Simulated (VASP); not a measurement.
Given:

```xyz
2
Lattice="0.0000 2.1956 2.1956 2.1956 0.0000 2.1956 2.1956 2.1956 0.0000" Properties=species:S:1:pos:R:3 pbc="T T T"
Si     0.0000     0.0000     0.0000
C      1.0978     1.0978     1.0978
```

Level of theory: PBE GGA with D3 dispersion (Becke-Johnson damping), VASP's PBE PAW potentials (set 64) (plane waves; VASP). Run with 520 eV cut-off, 10×10×10 Γ-centred mesh, Gaussian smearing of 0.050 eV, potentials Si C.

**Question.** The job: SiC (zinc blende), 2 atoms, PBE-D3(BJ), static run, 520 eV, 10×10×10 Γ-centred mesh. Roughly how much core time does it take on a busy server core?

**Answer.** About 10 core-seconds (one run on a shared machine, a rough figure). It had 47 irreducible k-points, 8 bands, up to 588 plane waves and 13 electronic steps.

The compound is SiC in the zinc blende structure. This cell is one point of a volume scan, at 1.03 of the reference volume.
